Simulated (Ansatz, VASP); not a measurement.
**Mg3BeS: VASP beside Ansatz**

```
CELL_PARAMETERS angstrom
4.78335 0.00000 0.00000
0.00000 4.78335 0.00000
0.00000 0.00000 4.78335
ATOMIC_POSITIONS crystal
Mg 0.00000 0.50000 0.50000
Mg 0.50000 0.00000 0.50000
Mg 0.50000 0.50000 0.00000
Be 0.00000 0.00000 0.00000
S 0.50000 0.50000 0.50000
```

Change from the starting cell: species swapped into the Ca3GeN type (Pm-3m, No. 221).

Alike in both runs: functional PBE; k mesh 8 × 8 × 8; occupations gaussian, width 0.1 eV; no spin polarisation.

Ansatz relaxed the structure, and its values are those at the end. VASP's run is a single point on that final structure, the one shown.

```csv
,VASP,Ansatz
version,VASP 6.6.1,Ansatz 0.2.0
potentials or method,"VASP PAW PBE potentials, release 64 (Mg, Be, S)","scalar-relativistic, plane waves, PAW"
plane-wave cutoff (eV),520,420
valence electrons in the cell,14,38
```

|  | VASP | Ansatz | Ansatz less VASP |
| --- | --- | --- | --- |
| gap on the k mesh at the Fermi level (eV) | none | none | - |
| pressure (GPa) | -0.1 | 0.0 | +0.12 |

A gap of «none» marks a metal or a gap that the smearing closes. With one functional, cell and mesh, what is left measures potentials, basis and numerics. The two sets of potentials don't hold the same shells in valence.
